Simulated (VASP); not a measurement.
Level of theory: PBEsol GGA, VASP's PBE PAW potentials (set 64) (plane waves; VASP).

VASP ran on this input.

POSCAR:
```
PtP
1
    0.0000000000     2.6507123391     2.6507123391
    2.6507123391     0.0000000000     2.6507123391
    2.6507123391     2.6507123391     0.0000000000
Pt P
1 1
Direct
  0.0000000000   0.0000000000   0.0000000000
  0.2500000000   0.2500000000   0.2500000000
```

File KPOINTS:
```
Automatic mesh
0
G
13 13 13
0 0 0
```

**INCAR**
```
# general
SYSTEM  = PtP
PREC    = Accurate
ENCUT   = 400
LREAL   = .False.
LASPH   = .True.

# electronic loop
EDIFF   = 1E-7
NELM    = 100
ALGO    = Normal
LMAXMIX = 6

# smearing
ISMEAR  = -5

# functional
GGA     = PS

# ions
ISIF    = 2

# output
LWAVE   = .False.
LCHARG  = .True.
LORBIT  = 11
NEDOS   = 601
```

POTCAR, in this order: Pt P (PBE.64 set). Program: vasp_std.

Output

OSZICAR:
```
       N       E                     dE             d eps       ncg     rms          rms(c)
DAV:   1     0.469460858317E+02    0.46946E+02   -0.59245E+03  2048   0.922E+02
DAV:   2    -0.124817526630E+02   -0.59428E+02   -0.55480E+02  2084   0.195E+02
DAV:   3    -0.141594245071E+02   -0.16777E+01   -0.16559E+01  2247   0.331E+01
DAV:   4    -0.141765242763E+02   -0.17100E-01   -0.17124E-01  2158   0.386E+00
DAV:   5    -0.141768041141E+02   -0.27984E-03   -0.28075E-03  2345   0.474E-01    0.144E+01
DAV:   6    -0.134581821957E+02    0.71862E+00   -0.44447E+00  1992   0.203E+01    0.616E+00
DAV:   7    -0.133853981787E+02    0.72784E-01   -0.32101E-01  1962   0.617E+00    0.400E+00
DAV:   8    -0.133607515834E+02    0.24647E-01   -0.30186E-02  2114   0.150E+00    0.350E-01
DAV:   9    -0.133601175508E+02    0.63403E-03   -0.25331E-03  2073   0.470E-01    0.218E-01
DAV:  10    -0.133601494671E+02   -0.31916E-04   -0.37785E-04  2100   0.141E-01    0.425E-02
DAV:  11    -0.133601414634E+02    0.80037E-05   -0.14877E-05  2093   0.328E-02    0.158E-02
DAV:  12    -0.133601406559E+02    0.80751E-06   -0.25691E-06  2162   0.111E-02    0.635E-03
DAV:  13    -0.133601401709E+02    0.48490E-06   -0.23068E-07  1649   0.393E-03    0.187E-03
DAV:  14    -0.133601400312E+02    0.13974E-06   -0.31901E-08  1089   0.150E-03    0.434E-04
DAV:  15    -0.133601400220E+02    0.92177E-08   -0.35925E-09  1035   0.542E-04
   1 F= -.13360140E+02 E0= -.13360140E+02  d E =0.000000E+00
```

OUTCAR:
```
------------------------ aborting loop because EDIFF is reached ----------------------------------------
  FORCE on cell =-STRESS in cart. coord.  units (eV):
  Direction    XX          YY          ZZ          XY          YZ          ZX
  --------------------------------------------------------------------------------------
  Total        0.0119617      0.0119617      0.0119617      0.0000000      0.0000000      0.0000000
  in kB        0.5144987      0.5144987      0.5144987      0.0000000      0.0000000      0.0000000
  external PRESSURE =       0.5144987 kB  Pullay stress =       0.0000000 kB
  volume of cell :       37.25
      direct lattice vectors                 reciprocal lattice vectors
     0.000000000  2.650712339  2.650712339    -0.188628541  0.188628541  0.188628541
     2.650712339  0.000000000  2.650712339     0.188628541 -0.188628541  0.188628541
     2.650712339  2.650712339  0.000000000     0.188628541  0.188628541 -0.188628541
 POSITION                                       TOTAL-FORCE (eV/Angst)
 -----------------------------------------------------------------------------------
      0.00000      0.00000      0.00000        -0.000000     -0.000000     -0.000000
      1.32536      1.32536      1.32536         0.000000      0.000000      0.000000
 -----------------------------------------------------------------------------------
    total drift:                               -0.000000     -0.000000     -0.000000
  FREE ENERGIE OF THE ION-ELECTRON SYSTEM (eV)
  ---------------------------------------------------
  free  energy   TOTEN  =       -13.3601400220 eV

  energy  without entropy=      -13.3601400220  energy(sigma->0) =      -13.36014002

 total charge

# of ion       s       p       d       tot
------------------------------------------
    1        0.797   0.665   8.140   9.601
    2        1.036   1.374   0.000   2.410
--------------------------------------------------
tot          1.833   2.039   8.140  12.011
```
(Selected blocks of OUTCAR.)

OUTCAR:
```
 val. band max:        7.4753717385   @ k =   0.3846   0.3077   0.0000

 cond. band min:       7.4757637841   @ k =  -0.2308   0.2308   0.0769


 Fermi energy:         7.4812960604

 k-point     1 :       0.0000    0.0000    0.0000
  band No.  band energies     occupation
      1      -5.7956      2.00000
      2       1.1850      2.00000
      3       1.1850      2.00000
      4       1.1850      2.00000
      5       3.5818      2.00000
      6       3.5818      2.00000
      7      10.6224      0.00000
      8      11.5966      0.00000
      9      11.5966      0.00000
     10      11.5966      0.00000
     11      14.2400      0.00000

 k-point     2 :       0.0769    0.0000    0.0000
  band No.  band energies     occupation
      1      -5.7243      2.00000
      2       1.1447      2.00000
      3       1.2174      2.00000
      4       1.2174      2.00000
      5       3.5703      2.00000
      6       3.5703      2.00000
      7      10.4015      0.00000
      8      11.4420      0.00000
      9      11.4506      0.00000
     10      11.4506      0.00000
     11      14.2031      0.00000

 k-point     3 :       0.1538    0.0000    0.0000
  band No.  band energies     occupation
      1      -5.5203      2.00000
      2       1.0494      2.00000
      3       1.3041      2.00000
      4       1.3041      2.00000
      5       3.5508      2.00000
      6       3.5508      2.00000
      7       9.3579      0.00000
      8      11.0626      0.00000
      9      11.0626      0.00000
     10      11.5594      0.00000
     11      14.2405      0.00000

 k-point     4 :       0.2308    0.0000    0.0000
  band No.  band energies     occupation
      1      -5.2148      2.00000
      2       0.9615      2.00000
      3       1.4152      2.00000
      4       1.4152      2.00000
      5       3.5602      2.00000
      6       3.5602      2.00000
      7       7.8944      0.29843
      8      10.5264      0.00000
      9      10.5264      0.00000
...
```

For a metal the tetrahedron method with Blöchl corrections gives inexact stress and forces. Unless said otherwise, spin-orbit coupling is left out, though it shifts the bands of the heavy elements here.

The structure was generated: PtP was put into the zinc blende type (F-43m), which need not be its known phase. It was relaxed first, which changed the volume by -16 %. The electron count is odd and the run is not spin-polarised, which forces a metal.
